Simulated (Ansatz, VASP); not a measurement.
# Cross-check of MoS2 between VASP and Ansatz, part 2 of 2

One calculation is typed for both programs; each brings its own data sets and cutoff. How far apart do they land?  Other levels of theory on this material are compared in a session of their own.

VASP 6.6.1 and Ansatz 0.2.0.

So far: Starting point; Ansatz: dielectric response, PBE.

## (3) VASP: dielectric response, PBE

Level of this step: PBE, no spin polarisation; plane waves and PAW (Mo_sv, S) (VASP).

The same cell, functional and mesh now go to VASP, with its own data sets and cutoff.

Lines of VASP's logs that name or quote its potential files are left out, and so is its time.

Input file INCAR:

```
SYSTEM = MoS2
PREC = Accurate
ENCUT = 400
EDIFF = 1E-08
NELM = 100
ISMEAR = 0
SIGMA = 0.01
LREAL = .FALSE.
ALGO = Normal
GGA = PE
NBANDS = 19
LWAVE = .FALSE.
LCHARG = .FALSE.
KPAR = 4
LEPSILON = .TRUE.
```

Input file POSCAR:

```
MoS2
1.0
    1.5800000000      0.9122134253      6.1500000000
   -1.5800000000      0.9122134253      6.1500000000
    0.0000000000     -1.8244268506      6.1500000000
Mo S
1 2
Direct
    0.0000000000      0.0000000000      0.0000000000
    0.4170000000      0.4170000000      0.4170000000
    0.2500000000      0.2500000000      0.2500000000
```

Input file KPOINTS:

```
Automatic mesh
0
Gamma
12 12 12
0 0 0
```

The projector-augmented-wave data sets are Mo_sv and S (PBE family, release 64).

Launch:

```sh
$ mpirun -np 4 vasp_std
```

Numbers of over 12 decimals in the logs are rounded to 6 here.

Log:

```text
[banner, memory and clock lines left out]
running    4 mpi-ranks, on    1 nodes
 distrk:  each k-point on    1 cores,    4 groups
 distr:  one band on    1 cores,    1 groups

 POSCAR found type information on POSCAR MoS
 POSCAR found :  2 types and       3 ions
 LDA part: xc-table for (Slater+PW92), standard interpolation
 POSCAR, INCAR and KPOINTS ok, starting setup
 FFT: planning ... GRIDC
 FFT: planning ... GRID_SOFT
 FFT: planning ... GRID
 WAVECAR not read
 entering main loop
       N       E                     dE             d eps       ncg     rms          rms(c)
DAV:   1     0.151248990178E+03    0.15125E+03   -0.11891E+04  7438   0.106E+03
DAV:   2    -0.175137399068E+02   -0.16876E+03   -0.16500E+03  9052   0.291E+02
DAV:   3    -0.231633791415E+02   -0.56496E+01   -0.56026E+01  8792   0.505E+01
DAV:   4    -0.232256713730E+02   -0.62292E-01   -0.62261E-01  9065   0.562E+00
DAV:   5    -0.232265277500E+02   -0.85638E-03   -0.85633E-03  8779   0.624E-01    0.252E+01
DAV:   6    -0.221360569757E+02    0.10905E+01   -0.10539E+01  7618   0.204E+01    0.917E+00
DAV:   7    -0.218785620062E+02    0.25749E+00   -0.37530E+00  7390   0.116E+01    0.603E+00
DAV:   8    -0.217799372115E+02    0.98625E-01   -0.51292E-01  8055   0.459E+00    0.179E+00
DAV:   9    -0.217813386994E+02   -0.14015E-02   -0.22880E-02  8895   0.950E-01    0.609E-01
DAV:  10    -0.217801693058E+02    0.11694E-02   -0.95137E-03  8114   0.667E-01    0.116E-01
DAV:  11    -0.217801831934E+02   -0.13888E-04   -0.46408E-04  8212   0.156E-01    0.467E-02
DAV:  12    -0.217801748839E+02    0.83096E-05   -0.97213E-05  8372   0.651E-02    0.260E-02
DAV:  13    -0.217801945244E+02   -0.19641E-04   -0.29409E-05  7872   0.328E-02    0.106E-02
DAV:  14    -0.217801948863E+02   -0.36190E-06   -0.26142E-06  9632   0.971E-03    0.249E-03
DAV:  15    -0.217801949547E+02   -0.68339E-07   -0.31975E-07  8208   0.339E-03    0.235E-03
DAV:  16    -0.217801949834E+02   -0.28671E-07   -0.12122E-07  8565   0.230E-03    0.918E-04
DAV:  17    -0.217801949976E+02   -0.14243E-07   -0.10186E-08  6735   0.769E-04    0.968E-05
DAV:  18    -0.217801949970E+02    0.58890E-09   -0.67226E-10  4878   0.167E-04
   1 F= -.21780195E+02 E0= -.21780195E+02  d E =-.487552-156
 Linear response reoptimize wavefunctions to high precision
DAV:   1    -0.217801949945E+02    0.25207E-08   -0.15919E-10  5067   0.102E-04
DAV:   2    -0.217801949945E+02   -0.21828E-10   -0.13662E-11  4521   0.299E-05
 Linear response G [H, r] |phi>, progress :
  Direction:   1
       N       E                     dE             d eps       ncg     rms
RMM:   1    -0.129384665680E+03   -0.12938E+03    0.17060E+02 13346   0.185E+02
RMM:   2    -0.120775688405E+03    0.86090E+01   -0.48010E+01 11531   0.411E+01
RMM:   3    -0.121298075502E+03   -0.52239E+00   -0.27189E+00 12975   0.961E+00
RMM:   4    -0.121317209024E+03   -0.19134E-01   -0.17850E-01 13838   0.215E+00
RMM:   5    -0.121318289331E+03   -0.10803E-02   -0.23441E-02 14239   0.660E-01
RMM:   6    -0.121318233708E+03    0.55623E-04   -0.30234E-03 14608   0.226E-01
RMM:   7    -0.121318206880E+03    0.26828E-04   -0.34820E-04 14686   0.501E-02
RMM:   8    -0.121318193966E+03    0.12915E-04   -0.99634E-05 14345   0.153E-02
RMM:   9    -0.121318195327E+03   -0.13612E-05   -0.57512E-05 14181   0.537E-03
RMM:  10    -0.121318193334E+03    0.19928E-05   -0.25951E-05 13479   0.200E-03
RMM:  11    -0.121318193115E+03    0.21931E-06    0.14959E-05 12872   0.116E-03
RMM:  12    -0.121318193028E+03    0.86381E-07   -0.15966E-05 12188   0.917E-04
RMM:  13    -0.121318192998E+03    0.30548E-07    0.10050E-05 10365   0.835E-04
RMM:  14    -0.121318192988E+03    0.10120E-07   -0.12790E-05  9130   0.818E-04
RMM:  15    -0.121318192969E+03    0.18688E-07    0.52418E-06  8461   0.815E-04
RMM:  16    -0.121318193039E+03   -0.69738E-07   -0.60691E-06  8123   0.811E-04
 Linear response G [H, r] |phi>, progress :
  Direction:   2
       N       E                     dE             d eps       ncg     rms
RMM:   1    -0.130173897830E+03   -0.13017E+03    0.14560E+02 13404   0.182E+02
RMM:   2    -0.118859043079E+03    0.11315E+02   -0.47623E+01 11639   0.411E+01
RMM:   3    -0.119386075674E+03   -0.52703E+00   -0.25850E+00 13096   0.960E+00
RMM:   4    -0.119402400050E+03   -0.16324E-01   -0.16434E-01 13754   0.210E+00
RMM:   5    -0.119403018900E+03   -0.61885E-03   -0.18823E-02 14182   0.664E-01
RMM:   6    -0.119403089663E+03   -0.70763E-04   -0.28515E-03 14561   0.236E-01
RMM:   7    -0.119403099206E+03   -0.95429E-05   -0.27781E-04 14583   0.528E-02
RMM:   8    -0.119403094549E+03    0.46567E-05    0.72656E-06 14352   0.159E-02
RMM:   9    -0.119403096065E+03   -0.15162E-05   -0.63527E-05 14011   0.543E-03
RMM:  10    -0.119403095442E+03    0.62286E-06   -0.16178E-05 13420   0.201E-03
RMM:  11    -0.119403095386E+03    0.55986E-07    0.16370E-05 13058   0.112E-03
RMM:  12    -0.119403095294E+03    0.92733E-07    0.30322E-06 12162   0.853E-04
RMM:  13    -0.119403095314E+03   -0.20142E-07   -0.10284E-06 10344   0.769E-04
RMM:  14    -0.119403095307E+03    0.69630E-08   -0.20440E-05  9141   0.749E-04
RMM:  15    -0.119403095303E+03    0.43357E-08   -0.11329E-06  8606   0.747E-04
RMM:  16    -0.119403095285E+03    0.17800E-07   -0.72789E-06  8209   0.746E-04
 Linear response G [H, r] |phi>, progress :
  Direction:   3
[...]
RMM:   5    -0.215500953206E+01   -0.27145E-05   -0.18629E-05 12597   0.107E-02
RMM:   6    -0.215501008651E+01   -0.55445E-06   -0.23351E-06 12627   0.295E-03
RMM:   7    -0.215501010621E+01   -0.19699E-07   -0.25020E-07 10212   0.841E-04
RMM:   8    -0.215501011449E+01   -0.82757E-08   -0.78134E-08  8915   0.275E-04
 change of polarisation eV/A/(eV/A) component  2 :    -0.299     4.310    -0.055
 dielectric tensor                  component  2 :    -1.018    15.664    -0.188
 Linear response to external field (no local field effect), progress :
  Direction:   3
       N       E                     dE             d eps       ncg     rms          rms(c)
RMM:   1    -0.117665923432E+01   -0.11767E+01   -0.56222E+00 16621   0.587E+00
RMM:   2    -0.126022961169E+01   -0.83570E-01   -0.36089E-02 11890   0.973E-01
RMM:   3    -0.126092863735E+01   -0.69903E-03   -0.16189E-03 12239   0.152E-01
RMM:   4    -0.126096135039E+01   -0.32713E-04   -0.73936E-05 12752   0.298E-02
RMM:   5    -0.126096263570E+01   -0.12853E-05   -0.69614E-06 12649   0.771E-03
RMM:   6    -0.126096280598E+01   -0.17028E-06   -0.80685E-07 12061   0.190E-03
RMM:   7    -0.126096281613E+01   -0.10152E-07   -0.20492E-07 10048   0.605E-04
RMM:   8    -0.126096281691E+01   -0.77708E-09   -0.14415E-07  8410   0.233E-04
RMM:   9    -0.126096281794E+01   -0.10378E-08   -0.11012E-07  7701   0.132E-04
RMM:  10    -0.126096281551E+01    0.24313E-08   -0.70853E-08  6633   0.100E-04
 change of polarisation eV/A/(eV/A) component  3 :     0.030    -0.055     2.522
 dielectric tensor                  component  3 :     0.103    -0.188     9.581
 Linear response to external field, progress :
  Direction:   1
       N       E                     dE             d eps       ncg     rms          rms(c)
RMM:   1    -0.207586003476E+01   -0.20759E+01   -0.13036E+01 78444   0.639E+00
RMM:   2    -0.220872530115E+01   -0.13287E+00   -0.84936E-02 54200   0.115E+00    0.307E+00
RMM:   3    -0.213380288709E+01    0.74922E-01   -0.86118E-02 54315   0.191E+00    0.165E+00
RMM:   4    -0.220476041818E+01   -0.70958E-01   -0.68376E-02 55570   0.175E+00    0.389E-01
RMM:   5    -0.223128334498E+01   -0.26523E-01   -0.31938E-03 55658   0.436E-01    0.390E-02
RMM:   6    -0.223178834401E+01   -0.50500E-03   -0.17018E-04 57320   0.852E-02    0.225E-02
RMM:   7    -0.223282286602E+01   -0.10345E-02   -0.15860E-05 58596   0.292E-02    0.856E-03
RMM:   8    -0.223334718597E+01   -0.52432E-03   -0.98348E-06 57161   0.104E-02    0.347E-03
RMM:   9    -0.223337349071E+01   -0.26305E-04   -0.19850E-06 58744   0.376E-03    0.888E-04
RMM:  10    -0.223338085808E+01   -0.73674E-05   -0.31145E-07 59412   0.137E-03    0.230E-04
RMM:  11    -0.223338766432E+01   -0.68062E-05   -0.11194E-06 59775   0.435E-04    0.537E-05
RMM:  12    -0.223338926209E+01   -0.15978E-05    0.91096E-07 51810   0.160E-04    0.225E-05
RMM:  13    -0.223338963822E+01   -0.37613E-06    0.57147E-07 38615   0.107E-04    0.610E-06
 change of polarisation eV/A/(eV/A) component  1 :     4.174    -0.009    -0.000
 dielectric tensor                  component  1 :    15.202    -0.032    -0.000
 Linear response to external field, progress :
  Direction:   2
       N       E                     dE             d eps       ncg     rms          rms(c)
RMM:   1    -0.207827736726E+01   -0.20783E+01   -0.13060E+01 43093   0.638E+00
RMM:   2    -0.220876155854E+01   -0.13048E+00   -0.85148E-02 29723   0.114E+00    0.307E+00
RMM:   3    -0.213400605126E+01    0.74756E-01   -0.88241E-02 29786   0.191E+00    0.165E+00
RMM:   4    -0.220508266309E+01   -0.71077E-01   -0.71287E-02 30369   0.175E+00    0.389E-01
RMM:   5    -0.223132945862E+01   -0.26247E-01   -0.31092E-03 30465   0.441E-01    0.388E-02
RMM:   6    -0.223182573871E+01   -0.49628E-03   -0.58810E-05 31337   0.861E-02    0.221E-02
RMM:   7    -0.223315735949E+01   -0.13316E-02   -0.11384E-05 32124   0.318E-02    0.586E-03
RMM:   8    -0.223339345571E+01   -0.23610E-03   -0.59145E-06 31932   0.699E-03    0.324E-03
RMM:   9    -0.223341924237E+01   -0.25787E-04    0.40057E-06 31992   0.356E-03    0.815E-04
RMM:  10    -0.223342714090E+01   -0.78985E-05    0.38648E-06 32058   0.128E-03    0.227E-04
RMM:  11    -0.223343354597E+01   -0.64051E-05    0.19861E-06 32807   0.424E-04    0.606E-05
RMM:  12    -0.223343561807E+01   -0.20721E-05    0.20544E-06 28819   0.166E-04    0.208E-05
RMM:  13    -0.223343596380E+01   -0.34573E-06    0.10067E-06 20395   0.103E-04    0.620E-06
 change of polarisation eV/A/(eV/A) component  2 :    -0.033     4.174    -0.000
 dielectric tensor                  component  2 :    -0.111    15.202    -0.001
 Linear response to external field, progress :
  Direction:   3
       N       E                     dE             d eps       ncg     rms          rms(c)
RMM:   1    -0.117665923432E+01   -0.11767E+01   -0.56222E+00 16621   0.587E+00
RMM:   2    -0.126022966998E+01   -0.83570E-01   -0.36089E-02 11890   0.972E-01    0.342E+00
RMM:   3    -0.809688018063E+00    0.45054E+00   -0.88566E-01 11766   0.328E+00    0.117E+00
RMM:   4    -0.801927306127E+00    0.77607E-02   -0.52943E-02 11989   0.908E-01    0.733E-01
RMM:   5    -0.821294804998E+00   -0.19367E-01   -0.16991E-02 11569   0.615E-01    0.264E-01
RMM:   6    -0.824772216864E+00   -0.34774E-02   -0.11994E-03 11979   0.174E-01    0.197E-01
RMM:   7    -0.827453229174E+00   -0.26810E-02   -0.17660E-04 11698   0.841E-02    0.903E-02
RMM:   8    -0.829944264609E+00   -0.24910E-02   -0.95555E-05 11248   0.615E-02    0.226E-02
RMM:   9    -0.829280310837E+00    0.66395E-03   -0.47662E-05 11687   0.176E-02    0.127E-02
RMM:  10    -0.829700228161E+00   -0.41992E-03   -0.56938E-06 11696   0.111E-02    0.361E-03
RMM:  11    -0.829689356728E+00    0.10871E-04    0.38167E-06 12465   0.296E-03    0.231E-03
RMM:  12    -0.829710497090E+00   -0.21140E-04   -0.12790E-07 12061   0.137E-03    0.383E-04
RMM:  13    -0.829711806752E+00   -0.13097E-05    0.44270E-07 12530   0.510E-04    0.154E-04
RMM:  14    -0.829712685551E+00   -0.87880E-06    0.35205E-07 11848   0.246E-04    0.647E-05
RMM:  15    -0.829712671437E+00    0.14113E-07    0.36509E-07 10479   0.140E-04    0.186E-05
RMM:  16    -0.829712699644E+00   -0.28206E-07    0.90909E-07  4820   0.829E-05    0.107E-05
RMM:  17    -0.829712586693E+00    0.11295E-06    0.55661E-07  3712   0.809E-05    0.200E-06
 change of polarisation eV/A/(eV/A) component  3 :     0.035    -0.038     1.556
 dielectric tensor                  component  3 :     0.119    -0.131     6.293
 Born effective charges drift removed
```

From OUTCAR (step 3):

```text
ion  position               nearest neighbor table
   1  0.000  0.000  0.000-   3 2.39   3 2.39   3 2.39   2 2.39   2 2.39   2 2.39
   2  0.417  0.417  0.417-   1 2.39   1 2.39   1 2.39
   3  0.250  0.250  0.250-   1 2.39   1 2.39   1 2.39

  LATTYP: Found a trigonal (rhomboedric) cell.
 ALAT       =     6.4149071181
 COS(alpha) =     0.8786713335

 Subroutine GETGRP returns: Found  6 space group operations
 (whereof  6 operations were pure point group operations)

The static configuration has the point symmetry C_3v.

 Found    189 irreducible k-points:

   k-points           NKPTS =    189   k-points in BZ     NKDIM =    189   number of bands    NBANDS=     19

   dimension x,y,z NGX =    42 NGY =   42 NGZ =   42
   dimension x,y,z NGXF=    84 NGYF=   84 NGZF=   84

   ENCUT  =  400.0 eV  29.40 Ry    5.42 a.u.  10.46 10.46 10.46*2*pi/ulx,y,z

   NELECT =      26.0000    total number of electrons

 k-points in reciprocal lattice and weights: Automatic mesh
   0.00000000  0.00000000  0.00000000       0.001
   0.08333333  0.00000000  0.00000000       0.003
   0.16666667  0.00000000  0.00000000       0.003
   0.25000000  0.00000000  0.00000000       0.003
   0.33333333  0.00000000  0.00000000       0.003
   0.41666667  0.00000000 -0.00000000       0.003
   0.50000000  0.00000000  0.00000000       0.002
   0.08333333  0.08333333  0.00000000       0.003
   0.16666667  0.08333333  0.00000000       0.007
[...]
-0.41666667  0.50000000  0.41666667       0.003
   0.50000000  0.50000000  0.50000000       0.001

 average (electrostatic) potential at core
       1 -74.6319       2 -84.3934       3 -84.3905

  Total        1.3757442      1.3757442      2.1519160      0.0000000      0.0000000      0.0000000
  in kB       41.4446389     41.4446389     64.8270089      0.0000000      0.0000000      0.0000000
  external PRESSURE =      49.2387622 kB  Pullay stress =       0.0000000 kB

  energy-cutoff  :      400.00
  volume of cell :       53.18
      direct lattice vectors                 reciprocal lattice vectors
     1.580000000  0.912213425  6.150000000     0.316455696  0.182705781  0.054200542
    -1.580000000  0.912213425  6.150000000    -0.316455696  0.182705781  0.054200542
     0.000000000 -1.824426851  6.150000000     0.000000000 -0.365411563  0.054200542

 POSITION                                       TOTAL-FORCE (eV/Angst)
 -----------------------------------------------------------------------------------
      0.00000      0.00000      0.00000         0.000000     -0.000000      0.086263
      0.00000      0.00000      7.69365         0.000000     -0.000000      0.422264
      0.00000      0.00000      4.61250         0.000000      0.000000     -0.508527
 -----------------------------------------------------------------------------------
    total drift:                               -0.000000     -0.000000      0.000073

 MACROSCOPIC STATIC DIELECTRIC TENSOR (including local field effects in DFT)
 ------------------------------------------------------
          15.202095     0.000000     0.000000
           0.000000    15.202095     0.000000
           0.000000     0.000000     6.293070
 ------------------------------------------------------

 PIEZOELECTRIC TENSOR (including local field effects)  for field in x, y, z        (C/m^2)
          XX          YY          ZZ          XY          YZ          ZX
  --------------------------------------------------------------------------------
  x     0.00000     0.00000     0.00000     0.52738     0.00000     0.02162
  y     0.52738    -0.52738    -0.00000     0.00000     0.02162     0.00000
  z    -0.00490    -0.00490     0.05634     0.00000     0.00000     0.00000

 BORN EFFECTIVE CHARGES (including local field effects) (in |e|, cummulative output)
 ---------------------------------------------------------------------------------
 ion    1
    1    -0.99280     0.00000     0.00000
    2     0.00000    -0.99280     0.00000
    3     0.00000     0.00000    -0.65980
 ion    2
    1     0.49063     0.00000     0.00000
    2     0.00000     0.49063     0.00000
    3     0.00000     0.00000     0.29018
 ion    3
    1     0.50216     0.00000     0.00000
    2     0.00000     0.50216    -0.00000
    3     0.00000     0.00000     0.36963
```

Energies printed during the response cycles are not total energies of the cell. The dielectric response converges more slowly with the mesh than energies do, so tensor and charges may still move on a finer one.

## (4) Side by side

Known differences besides the potentials themselves: VASP's response is taken on the typed mesh, Ansatz refines its own for the field response alone; the cutoff is 420 eV in Ansatz and 400 eV in VASP; VASP leaves aspherical gradient terms in its spheres out (LASPH is not set), Ansatz keeps them. Total energies have different zeros and are not compared.

Compared:

```
                                     quantity  Ansatz   VASP  difference
                                        ε∞ xx   15.25  15.20     +0.34 %
                                        ε∞ yy   15.25  15.20     +0.34 %
                                        ε∞ zz    6.31   6.29     +0.23 %
Born charge of Mo1 (mean of the diagonal) (e)   -0.91  -0.88       -0.03
 Born charge of S2 (mean of the diagonal) (e)    0.44   0.42       +0.01
```

## (5) Summary of results

```json
{
 "difference in ε∞ xx (dielectric response, PBE)": "0.34 %"
}
```

In words: The difference in ε∞ xx is 0.34 % (dielectric response, PBE), within the 5 % picked in this series as the mark of a large difference. 7 further runs of this series are not shown here. How closely two codes agree says nothing of how well the functional describes the real material.

[Lines on the potential files, build, host, timing and source positions are cut from VASP's logs without a mark.]

[Logs are printed without paths, hosts, clocks, repeated set-up lines and the standing remarks that a program may print on its own settings, such as how far it seeks lower states.]

[Hosts, paths, dates, database ids (printed as entryN), source tags and the programs' standing remarks are cut or masked in the printed files.]
